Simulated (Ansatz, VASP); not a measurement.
This is a calculation of AlSn for Ansatz 0.2.0.

The input input.yaml:

```yaml
crystal:
  lattice:
    - [4.2259084499, 0.0, 0.0]
    - [-2.1129542249, 3.6597440716, 0.0]
    - [0.0, 0.0, 3.3287472872]
  atoms:
    - { symbol: Sn, position: [0.3333333333, 0.6666666667, 0.5] }
    - { symbol: Al, position: [0.0, 0.0, 0.0] }
hamiltonian:
  xc: pbe
  pseudopotentials: { kind: paw, azcp: { folder: soft_1 } }
kpoints:
  mp_grid: { grid: [7, 7, 8] }
scf:
  occupations: { method: fermi_dirac, width: 0.05 }
output:
  forces: true
  stress: true
  eigenvalues: true
```

Potentials or basis: Ansatz PAW soft_1.

Run with:

```sh
$ ansatz run input.yaml --threads 1 --pin off --max-ram 3584MiB --backend cpu --events-out ev --progress --plain --runs-dir out
```

Set up the same calculation for VASP 6.6.1. Potentials there: VASP PAW PBE potentials, release 64 (Sn_d, Al).

As run (the cutoff follows the program's own potentials):

INCAR

```
SYSTEM = AlSn
ALGO = Fast
EDIFF = 1E-6
ENCUT = 520
GGA = PE
ISIF = 2
ISMEAR = -1
LASPH = .TRUE.
LCHARG = .FALSE.
LREAL = .FALSE.
LWAVE = .FALSE.
NBANDS = 16
NELM = 80
PREC = Accurate
SIGMA = 0.05
```

The input KPOINTS:

```
k-points
0
G
  7 7 8
  0 0 0
```

File POSCAR:

```
AlSn
1.0
    4.2259084499      0.0000000000      0.0000000000
   -2.1129542249      3.6597440716      0.0000000000
    0.0000000000      0.0000000000      3.3287472872
Sn Al
1 1
Direct
    0.3333333333      0.6666666667      0.5000000000
    0.0000000000      0.0000000000      0.0000000000
```

Potentials or basis: VASP PAW PBE potentials, release 64 (Sn_d, Al).

The run is started by

```console
$ cat potpaw_PBE.64/Sn_d/POTCAR potpaw_PBE.64/Al/POTCAR > POTCAR
$ mpirun -np 1 vasp_std > vasp.out
```

Both were run:

|  | VASP | Ansatz | Ansatz less VASP |
| --- | --- | --- | --- |
| gap on the k mesh at the Fermi level (eV) | none | none | - |
| pressure (GPa) | -0.8 | -0.7 | +0.05 |

A gap of «none» marks a metal or a gap that the smearing closes. With one functional, cell and mesh, what is left measures potentials, basis and numerics.
